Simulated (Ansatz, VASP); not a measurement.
## Os (Osmium) in two plane-wave programs

One calculation is typed for both programs; each brings its own data sets and cutoff. How far apart do they land? The cell is taken from a series of VASP runs on this material, whose earlier steps may have relaxed, scaled or displaced it; both programs get it as it stands.

Program: Ansatz 0.2.0. Level of theory: plane waves, with VASP 6.6.1 beside it; zone-centre phonons at r2SCAN. Results are calculated unless marked as measured.

## Step 1: The starting structure

It takes space group P6_3/mmc (No. 194, hexagonal). Conventional cell: a = 2.738 Å, b = 2.738 Å, c = 4.326 Å, α = 90.00°, β = 90.00°, γ = 120.00°. Os has 12 Os at 2.68 to 2.74 Å nearest.

## Step 2: Ansatz: zone-centre phonons, r2SCAN

Ansatz runs on its default PAW (the set named soft_2) files.

Second derivatives magnify differences that forces hide, and they need a tight electronic threshold.

File input.yaml:

```yaml
crystal:
  lattice:
    - [2.7384104574, 0.0, 0.0]
    - [-1.3692052287, 2.3715330221, 0.0]
    - [0.0, 0.0, 4.3260362469]
  atoms:
    - { symbol: Os, position: [0.6666666667, 0.3333333333, 0.75] }
    - { symbol: Os, position: [0.3333333333, 0.6666666667, 0.25] }
hamiltonian:
  xc: r2scan
  pseudopotentials: { kind: paw }
kpoints:
  mp_grid: { grid: [18, 18, 10] }
scf:
  occupations: { method: methfessel_paxton, width: 0.15 }
phonons:
  method: dfpt
  qpoints: [[0, 0, 0]]
```

On the command line:

```sh
$ ansatz run input.yaml --threads 4 --pin off --max-ram 9216MiB --backend cpu --events-out ev --progress --plain --runs-dir out
```

Numbers of over 12 decimals in the logs are rounded to 6 here.

Output:

```text
Engine: ansatz 0.2.0, aarch64-unknown-linux-gnu
Pseudopotentials: kind: paw
Pseudopotential: Os, paw, valence charge 16, recommended cutoff 500 eV (meta_gga), Os.paw.azcp
Functional definition: r2SCAN
  parameter k0 = 0.174
  parameter k1 = 0.065
  parameter a1 = 4.9479
  exchange = r2scan_x(k0 = k0, k1 = k1, a1 = a1)
  correlation = r2scan_c
Crystal: 2 atoms, lattice volume = 28.094 Å³
Basis set: ecut = 500 eV, 687 PW (Γ), exchange–correlation on 100×100×160 points (125 copies of the dense FFT grid, shifted against one another)
Bands: 20, of which v1, the nominal top of the filled ones, is band 16 counted from 1 (15 counted from 0)
Symmetry: 24 space group operations
k-points: 866 of 3240 (irreducible under 2 space group operations, time reversal used)
Non-local potential: Os, projectors of the file, l = 0: 3, l = 1: 2, l = 2: 2, l = 3: 1
PAW form: soft (Blöchl's): semilocal exchange-correlation on the pseudo side does not see the compensation charge
PAW frozen core: Os, regenerated for the run's functional (the file was generated under x = pbe(κ = 0.804, μ = 0.219515), c = pbe(β = 0.066725))
PAW one-centre angular grid: Os, 590 points (default); XC on 160 Gauss nodes
Initial density: superposition of atomic densities (neutral atoms: chi_scale 0, normalization atom), corrected by the library's trained network
Initial wavefunctions: pseudopotential atomic-orbital guess
Functional: x = r2scan, c = r2scan; τ floored in thin density (d = 2e-4 eV/Å³)
SCF iter   1: F=—  HF=-22795.202129 eV  |F-HF|=—  |Δ(HF+E_count)|=         —  Δρ=1.05e-2  dr2=5.88e-3  dr2_τ=3.85e-2  ethr=1.77e-3  ⟨swp⟩=4.5  Hψ=67674  notcnv=0
preconditioner: auto → none  [metal: Δε(μ)=0.018 eV  Ē_g=7.124 eV  σ=0.150 eV  W_gap=0.10  n_scr=8 (ndim 8)  ℏωp=28.0 eV  f_vac=0.000  D(μ)=1.54/eV (n_scr^D=22)  sad-step TF]
SCF iter   2: F=—  HF=-22795.253146 eV  |F-HF|=—  |Δ(HF+E_count)|=   5.10e-2  S|Δr|=    0.00e0  Δρ=6.51e-3  dr2=2.46e-3  dr2_τ=5.80e-4  ethr=1.84e-5  ⟨swp⟩=2.0  Hψ=31239  notcnv=0
SCF iter   3: F=—  HF=-22795.259791 eV  |F-HF|=—  |Δ(HF+E_count)|=   6.65e-3  S|Δr|=    0.00e0  Δρ=8.78e-4  dr2=1.79e-4  dr2_τ=2.30e-5  ethr=7.68e-6  ⟨swp⟩=3.0  Hψ=30821  notcnv=0
SCF iter   4: F=—  HF=-22795.259923 eV  |F-HF|=—  |Δ(HF+E_count)|=   1.31e-4  S|Δr|=    0.00e0  Δρ=4.30e-4  dr2=3.07e-5  dr2_τ=3.79e-6  ethr=5.59e-7  ⟨swp⟩=2.0  Hψ=24152  notcnv=0
SCF iter   5: F=—  HF=-22795.259997 eV  |F-HF|=—  |Δ(HF+E_count)|=   7.47e-5  S|Δr|=    0.00e0  Δρ=1.90e-4  dr2=7.35e-6  dr2_τ=9.07e-7  ethr=9.60e-8  ⟨swp⟩=2.0  Hψ=24121  notcnv=0
SCF iter   6: F=—  HF=-22795.260013 eV  |F-HF|=—  |Δ(HF+E_count)|=   1.52e-5  S|Δr|=    0.00e0  Δρ=2.23e-5  dr2=8.35e-8  dr2_τ=5.37e-9  ethr=2.30e-8  ⟨swp⟩=2.2  Hψ=25551  notcnv=0
SCF iter   7: F=—  HF=-22795.260007 eV  |F-HF|=—  |Δ(HF+E_count)|=   5.52e-6  S|Δr|=    0.00e0  Δρ=6.51e-6  dr2=7.66e-9  dr2_τ=4.19e-10  ethr=2.61e-10  ⟨swp⟩=2.0  Hψ=26135  notcnv=0
SCF iter   8: F=—  HF=-22795.260007 eV  |F-HF|=—  |Δ(HF+E_count)|=   1.24e-8  S|Δr|=    0.00e0  Δρ=1.31e-6  dr2=3.42e-10  dr2_τ=2.28e-11  ethr=2.39e-11  ⟨swp⟩=2.1  Hψ=24803  notcnv=0
SCF iter   9: F=—  HF=-22795.260007 eV  |F-HF|=—  |Δ(HF+E_count)|=  4.44e-10  S|Δr|=    0.00e0  Δρ=2.86e-7  dr2=1.59e-11  dr2_τ=1.05e-12  ethr=1.07e-12  ⟨swp⟩=2.2  Hψ=26209  notcnv=0
SCF iter  10: F=-22795.260007 eV  HF=-22795.260007 eV  |F-HF|=1.09e-11  |Δ(HF+E_count)|=  2.18e-11  S|Δr|=    0.00e0  Δρ=1.39e-8  dr2=2.81e-14  dr2_τ=1.40e-14  ethr=1.00e-12  ⟨swp⟩=6.2  Hψ=72657  notcnv=0
SCF 1 converged in 10 iterations: F = -22795.260007 eV  dr2 = 2.81e-14
  greatest PAW one-centre occupation: 1.000 electrons in one spin orbital (limit 2), on the Os atom at site 1 (counted from 0), in its partial waves of l = 0
DFPT response loops at Γ: preconditioner auto → Kerker (q_TF=auto, 2.788 Å⁻¹) (partly filled bands, converged f_vac=0.000); β = 1.00, the filter's whole step (`scf.mixing.beta` (0.50) is not read by the response loops under this deck's `scf.mixing.preconditioner`; to damp them name `kerker` or `kerker_dos`, under which they read `scf.mixing.beta`, and type it under 1.00, their step now; both keys bind the ground state too); Broyden in place of MSR1
SCF converged after 10 iterations
Stability not checked: this state was not tested for a lower state beside it, because cold or Methfessel-Paxton smearing, or corrected tetrahedra, fill the levels in a way that the test cannot read (fill_not_monotonic; see scf.lower_state_search)
Free energy (F): -22795.260007 eV
Harris-Foulkes:  -22795.260007 eV  (|F-HF|=1.09e-11)
Internal energy: -22795.258592 eV  (E = F + TS)
E sigma→0 (E₀):  -22795.259653 eV
Entropy (-TS):   -0.001416 eV (-0.708 meV/atom)
Fermi energy:    25.683810 eV
--- Per-component energies (eV) ---
  E_band       = -167.829735
  E_kinetic    = 1125.745339
  E_local      = -1577.522877  (includes V_loc(G=0)·N_el)
  E_nonlocal   = -2.840091
  E_hartree    = 655.902659
  E_xc         = -505.969474
  E_vxc        = -628.429959  (∫ρ·V_xc dr)
  E_paw        = -18078.022030  (= ΣΔE_a)
  E_vpaw       = -433.284802  (= ΣTr[D̂ρ^β])
  E_aug_tail   = -0.000303  (compensation charges beyond the density's cutoff)
  E_vtau       = 36.697648  (kinetic-family band-sum trace: ∫τ·v_τ [+ j·A + Jᵃ·Aᵃ] dr)
  E_ewald      = -4411.781789
  E_core_change = -0.770026  (= ΣΔE_core)
  E_smearing   = -0.001416  (= −TS)
  E_closure    = 0.000000  (closes the sum)
  Σ components = -22795.260007   (vs F -22795.260007, Δ=0.00e0)
--- Band table (eV; the first three rows and the last of 866) ---
  k-point 0: bands = [... 12 lower, 22.8020, 23.3950, 23.3950, 24.0552, 24.0552, 25.6650, 27.4380, 27.4380]
  k-point 1: bands = [... 12 lower, 22.7252, 23.3093, 23.3093, 24.2568, 24.2568, 25.2402, 27.4556, 27.4556]
  k-point 2: bands = [... 12 lower, 22.5164, 23.0873, 23.0873, 24.2481, 24.7446, 24.7446, 27.4619, 27.4619]
  k-point 865: bands = [... 12 lower, 21.9362, 22.7795, 23.5122, 26.0648, 27.6264, 27.9390, 29.8461, 33.7178]
--- Phonons (Γ-DFPT): 2 representative perturbations + reference, on 866 of 3240 k-points (Σ response iterations 13) ---
  k mesh reduced under 2 symmetry operations, with k and −k counted as one. Each operation leaves every solved perturbation unchanged. A smaller set is not considered because the functional reads the kinetic-energy density
  ASR residual: 2.232e-5 → 0.000e0 eV/Å²; symmetrization residual: 1.750e-8 eV/Å²
  ASR residual per site (eV/Å²): 2.23e-5 2.23e-5
  Γ frequencies (cm⁻¹): 0.00 0.00 0.00 170.63 170.63 221.03
  non-analytic LO–TO correction: not included (Born effective charges unavailable; polar crystals: no LO–TO splitting at Γ)
--- Phonons (arbitrary-q DFPT): 1 explicit q-point ---
  q = [0, 0, 0] (of the zone-centre solve; hermiticity 1.59e-9, symmetrization 7.95e-10): 0.00 0.00 0.00 170.63 170.63 221.03
  sum rule: each row above includes the acoustic sum rule's correction from the zone centre's row sums; it moved no ω² by more than (0.18 cm⁻¹)²
```

Wall time 85 s (4 threads of Arm Neoverse V2, shared host); peak memory 1.8 GiB.

## Step 3: VASP: zone-centre phonons, r2SCAN

The same cell, functional, mesh and smearing now go to VASP, with its own data sets and cutoff.

Lines of VASP's logs that name or quote its potential files are left out, and so is its time.

File INCAR:

```
SYSTEM = Os
PREC = Accurate
ENCUT = 450
EDIFF = 1E-08
NELM = 100
ISMEAR = 1
SIGMA = 0.15
LREAL = .FALSE.
ALGO = Normal
METAGGA = R2SCAN
LASPH = .TRUE.
NBANDS = 14
LORBIT = 11
LWAVE = .FALSE.
LCHARG = .FALSE.
KPAR = 2
IBRION = 6
NFREE = 2
POTIM = 0.015
NSW = 1
ISIF = 2
```

File POSCAR:

```
Os
1.0
    2.7384104574      0.0000000000      0.0000000000
   -1.3692052287      2.3715330221      0.0000000000
    0.0000000000      0.0000000000      4.3260362469
Os
2
Direct
    0.6666666667      0.3333333333      0.7500000000
    0.3333333333      0.6666666667      0.2500000000
```

File KPOINTS:

```
Automatic mesh
0
Gamma
18 18 10
0 0 0
```

Potentials, in the order of the species: Os (PBE family, release 64).

On the command line:

```sh
$ mpirun -np 2 vasp_std
```

Output:

```text
[banner, memory and clock lines left out]
running    2 mpi-ranks, on    1 nodes
 distrk:  each k-point on    1 cores,    2 groups
 distr:  one band on    1 cores,    1 groups

 POSCAR found type information on POSCAR Os
 POSCAR found :  1 types and       2 ions
|                                                                             |
|               ----> ADVICE to this user running VASP <----                  |
|                                                                             |
|     You enforced a specific xc type in the INCAR file but a different       |
|     [... a line on the potential file left out ...]
|     I HOPE YOU KNOW WHAT YOU ARE DOING!                                     |
|                                                                             |

 LDA part: xc-table for (None), standard interpolation
 POSCAR, INCAR and KPOINTS ok, starting setup
 FFT: planning ... GRIDC
 FFT: planning ... GRID_SOFT
 FFT: planning ... GRID
 WAVECAR not read
 entering main loop
       N       E                     dE             d eps       ncg     rms          rms(c)
DAV:   1     0.117218759686E+02    0.11722E+02   -0.72366E+03  6216   0.102E+03
DAV:   2    -0.103976326373E+03   -0.11570E+03   -0.10264E+03  6504   0.346E+02
DAV:   3    -0.108661746347E+03   -0.46854E+01   -0.45207E+01  8076   0.597E+01
DAV:   4    -0.108698773194E+03   -0.37027E-01   -0.36962E-01  6786   0.557E+00
DAV:   5    -0.108698991354E+03   -0.21816E-03   -0.21815E-03  8056   0.388E-01    0.222E+01
DAV:   6    -0.106196582098E+03    0.25024E+01   -0.83202E-01  7542   0.808E+00    0.106E+01
DAV:   7    -0.106006593480E+03    0.18999E+00   -0.42864E-01  7704   0.589E+00    0.893E-01
DAV:   8    -0.106003292157E+03    0.33013E-02   -0.53762E-03  6674   0.613E-01    0.177E-01
DAV:   9    -0.106002910604E+03    0.38155E-03   -0.14535E-03  7548   0.408E-01    0.305E-02
DAV:  10    -0.106002874356E+03    0.36248E-04   -0.37347E-05  7632   0.483E-02    0.212E-02
DAV:  11    -0.106002846635E+03    0.27721E-04   -0.10812E-05  6990   0.397E-02    0.385E-03
DAV:  12    -0.106002845001E+03    0.16336E-05   -0.28809E-07  7952   0.687E-03    0.980E-04
DAV:  13    -0.106002844604E+03    0.39689E-06   -0.20845E-08  6166   0.171E-03    0.127E-04
DAV:  14    -0.106002844711E+03   -0.10693E-06   -0.18882E-09  3720   0.416E-04    0.626E-05
DAV:  15    -0.106002844726E+03   -0.14712E-07   -0.19307E-10  3462   0.151E-04    0.236E-05
DAV:  16    -0.106002844732E+03   -0.61583E-08   -0.66388E-11  3378   0.794E-05
   1 F= -.10600284E+03 E0= -.10600241E+03  d E =-.130222E-02
[...]
2 F= -.10600170E+03 E0= -.10600126E+03  d E =-.132488E-02
[...]
3 F= -.10600170E+03 E0= -.10600126E+03  d E =-.132488E-02
[...]
4 F= -.10600092E+03 E0= -.10600047E+03  d E =-.132407E-02
 Finite differences progress:
  Degree of freedom:   2/  2
  Displacement:        1/  2
  Total:               3/  4
 bond charge predicted
       N       E                     dE             d eps       ncg     rms          rms(c)
DAV:   1    -0.105993264358E+03    0.76508E-02   -0.35015E+00  9240   0.116E+01    0.229E-01
DAV:   2    -0.106001378778E+03   -0.81144E-02   -0.20567E-02 11376   0.165E+00    0.143E-01
DAV:   3    -0.106000996432E+03    0.38235E-03   -0.49627E-04 10656   0.176E-01    0.589E-02
DAV:   4    -0.106000917104E+03    0.79327E-04   -0.17984E-04 11004   0.102E-01    0.688E-03
DAV:   5    -0.106000915308E+03    0.17965E-05   -0.76369E-06 11652   0.211E-02    0.251E-03
DAV:   6    -0.106000915183E+03    0.12440E-06   -0.75134E-07 10962   0.665E-03    0.936E-04
DAV:   7    -0.106000915171E+03    0.12638E-07   -0.19967E-08  9710   0.128E-03    0.153E-04
DAV:   8    -0.106000915170E+03    0.10449E-08   -0.15669E-09  5688   0.438E-04
   5 F= -.10600092E+03 E0= -.10600047E+03  d E =-.132407E-02
 Finite differences progress:
  Degree of freedom:   2/  2
  Displacement:        2/  2
  Total:               4/  4
```

(Part 1 of 2 ends here.)

[Lines on the potential files, build, host, timing and source positions are cut from VASP's logs without a mark.]

[Logs are printed without paths, hosts, clocks, repeated set-up lines and the standing remarks that a program may print on its own settings, such as how far it seeks lower states.]

[Hosts, paths, dates, database ids (printed as entryN), source tags and the programs' standing remarks are cut or masked in the printed files.]
